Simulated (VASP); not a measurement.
The system is TiTe2.

```
Ti Te
1.0
     3.73799    0.00000    0.00000
    -1.86899    3.23719    0.00000
     0.00000    0.00000    6.51216
Ti Te
1 2
Direct
  0.00000 0.00000 0.00000
  0.66667 0.33333 0.25723
  0.33333 0.66667 0.74277
```

The cell isn't the ideal one: a relaxed cell with its volume scaled by 0.96.

| Property | Result |
| --- | --- |
| Program | VASP 6.6.1 |
| Task | relaxation of shape and atoms at fixed volume |
| Functional | PBE |
| Potentials or basis | VASP PAW PBE potentials, release 64 (Ti, Te) |
| Cutoff | 300 eV |
| k mesh | 6 × 6 × 3 |
| Occupations | methfessel-paxton, width 0.1 eV |
| Spin | no spin polarisation |

At the start: pressure 2.8 GPa; volume 26.27 Å³/atom.

Question: Where does the relaxation end?

Answer: Over 5 steps the energy falls by 5.1 meV/atom; space group P-3m1 (No. 164, to 0.05 Å).

The path:
| step | energy change (eV) | largest force (eV/Å) | pressure (GPa) |
| --- | --- | --- | --- |
| 1 | 0.0000 | 0.3690 | 2.80 |
| 2 | -0.0097 | 0.1783 | 2.12 |
| 3 | -0.0124 | 0.0023 | 1.51 |
| 4 | -0.0147 | 0.0023 | 1.36 |
| 5 | -0.0152 | 0.0071 | 1.26 |

Final structure:
```cif
data_structure
_symmetry_space_group_name_H-M 'P 1'
_symmetry_Int_Tables_number 1
_cell_length_a 3.7561
_cell_length_b 3.7561
_cell_length_c 6.4494
_cell_angle_alpha 90.000
_cell_angle_beta 90.000
_cell_angle_gamma 120.000
_cell_volume 78.80
loop_
_atom_site_label
_atom_site_type_symbol
_atom_site_fract_x
_atom_site_fract_y
_atom_site_fract_z
_atom_site_occupancy
Ti1 Ti 0.00000 0.00000 0.00000 1
Te1 Te 0.66667 0.33333 0.26389 1
Te2 Te 0.33333 0.66667 0.73611 1
```

Caveat: this functional lacks dispersion, which binds the layers, so the pressure and a relaxed spacing across them are unreliable.
